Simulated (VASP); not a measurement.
Here is the system:

```
TiC
1.0
    0.00000     2.16756     2.16756
    2.16756     0.00000     2.16756
    2.16756     2.16756     0.00000
Ti C
1 1
Cartesian
  0.00000   0.00000   0.00000
  2.16756   2.16756   2.16756
```

Level of theory: optB88-vdW, VASP's PBE PAW potentials (set 64) (plane waves; VASP). Settings: 520 eV cut-off, Gaussian smearing of 0.050 eV, potentials Ti_sv C.

Task: Give the energies of bands 6 to 11 at the high-symmetry points, in eV from the Fermi level.

Result: 
| band | Γ | X | U | L | W |
|---|---|---|---|---|---|
| 6 | 0.65 | -3.36 | -3.41 | -5.73 | -3.08 |
| 7 | 0.65 | -1.57 | -3.28 | -2.92 | -3.08 |
| 8 | 0.65 | -0.06 | -1.75 | -2.92 | -2.71 |
| 9 | 1.61 | -0.06 | 1.43 | 2.81 | 2.71 |
| 10 | 1.61 | 2.59 | 3.03 | 2.81 | 2.71 |
| 11 | 1.62 | 3.39 | 3.70 | 4.00 | 3.40 |

It has no gap at this level: it comes out as a metal or semimetal.

The compound is TiC in the rock salt structure. It was relaxed first.
